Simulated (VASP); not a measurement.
All values below come from PBE GGA with D4 dispersion, VASP's PBE PAW potentials (set 64) (plane waves; VASP 6.6.1).

VASP ran on this input.

KPOINTS:
```
Regular mesh
0
gamma
11 11 9
```

POSCAR:
```
MgB2
1.0
  1.5149684694  -2.6240018821   0.0000000000
  1.5149684694   2.6240018821   0.0000000000
  0.0000000000   0.0000000000   3.4090459065
Mg B
1 2
Cart
  0.0000000000   0.0000000000   0.0000000000
  1.5149684694   0.8746690434   1.7045229532
  1.5149684694  -0.8746690434   1.7045229532
```

**INCAR**
```
ALGO = Normal
EDIFF = 1E-7
EDIFFG = -0.01
ENCUT = 520
GGA = PE
IBRION = 2
ISIF = 4
ISMEAR = 1
IVDW = 13
LASPH = T
LCHARG = F
LREAL = F
LWAVE = F
NELM = 100
NSW = 30
PREC = Accurate
SIGMA = 0.1
SYSTEM = MgB2
```

POTCAR, in this order: Mg B (PBE.64 set). Program: vasp_std.

Task: What does the run give for the energy per atom (σ→0), dispersion energy, band gap (on the k-mesh)?

Result: 
- energy per atom (σ→0): -5.324 eV/atom
- dispersion energy: -0.702 eV
- band gap (on the k-mesh): none (metal, semimetal or under 0.01 eV)

OSZICAR:
```
...
DAV:   5    -0.152706343290E+02    0.52814E-07   -0.27602E-07  1608   0.337E-03
   2 F= -.15972405E+02 E0= -.15972456E+02  d E =-.639562E-03
       N       E                     dE             d eps       ncg     rms          rms(c)
DAV:   1    -0.152708381488E+02   -0.20377E-03   -0.95934E-04  1800   0.243E-01    0.185E-02
DAV:   2    -0.152708173003E+02    0.20849E-04   -0.43402E-05  1712   0.432E-02    0.816E-03
DAV:   3    -0.152708131141E+02    0.41862E-05   -0.17837E-05  1512   0.235E-02    0.176E-03
DAV:   4    -0.152708131015E+02    0.12537E-07   -0.51306E-07  1504   0.597E-03
   3 F= -.15972434E+02 E0= -.15972473E+02  d E =-.669353E-03
```

The compound is MgB2 in the AlB2 type structure. This cell is one point of a volume scan, at 0.97 of the reference volume. Symmetry was kept, so distortions that lower it aren't found.
